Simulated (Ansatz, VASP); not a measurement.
## TaWC2 in VASP and in Ansatz

```xyz
4
Lattice="1.5719 0.9075 5.1016 -1.5719 0.9075 5.1016 0.0000 -1.8150 5.1016" Properties=species:S:1:pos:R:3 pbc="T T T"
W     0.0000    0.0000    0.0000
Ta    0.0000    0.0000    7.6524
C     0.0000    0.0000    3.8405
C     0.0000    0.0000   11.4644
```

The cell comes from a database or a generator and needn't be the stable form of this composition.

Alike in both runs: task band structure; functional PBE; k mesh 7 × 7 × 7; occupations fermi-dirac, width 0.05 eV; no spin polarisation.

|  | VASP | Ansatz |
| --- | --- | --- |
| version | VASP 6.6.1 | Ansatz 0.2.0 |
| potentials or method | VASP PAW PBE potentials, release 54 (W_sv, Ta_pv, C) | Ansatz PAW |
| plane-wave cutoff (eV) | 900 | 420 |
| valence electrons in the cell | 33 | 35 |

```tsv
	VASP	Ansatz	Ansatz less VASP
gap on the k mesh at the Fermi level (eV)	none	none	-
pressure (GPa)	-1.8	-2.5	-0.75
largest component of the traceless stress (GPa)	1.36	1.39	+0.027
rms of the force components (eV/Å)	0.016	0.013	-0.0032
```

Atom by atom the forces differ by 0.003 eV/Å (rms over components). A gap of «none» marks a metal or a gap that the smearing closes. The two sets of potentials don't hold the same shells in valence.

Caveats: spin-orbit coupling is left out, which moves the levels of the heavy elements; the pressure holds a Pulay correction of +0.3 GPa for the finite cutoff (Ansatz).
